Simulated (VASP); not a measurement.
Consider the following.

```
CELL_PARAMETERS angstrom
      0.00000     2.89185     2.89185
      2.89185     0.00000     2.89185
      2.89185     2.89185     0.00000
ATOMIC_POSITIONS crystal
  Ge 0.00000 0.00000 0.00000
  Ge 0.25000 0.25000 0.25000
```

The numbers are results of PBE GGA, VASP's PBE PAW potentials (set 64) (plane waves; VASP), not measurements. Run with PREC = Normal, EDIFF = 1E-5, 400 eV cut-off, 8×8×8 Γ-centred mesh, Gaussian smearing of 0.050 eV, potentials Ge.

Estimate the energy per atom (σ→0), band gap (on the k-mesh) with the smallest direct gap where there is one.

The band gap (on the k-mesh) is none (metal, semimetal or under 0.01 eV) and the energy per atom (σ→0) comes out as -4.489 eV/atom.

Total energies compare only between runs with the same potentials, cut-off and functional.

The compound is Ge in the diamond structure. It was relaxed first, which changed the volume by +7 %.
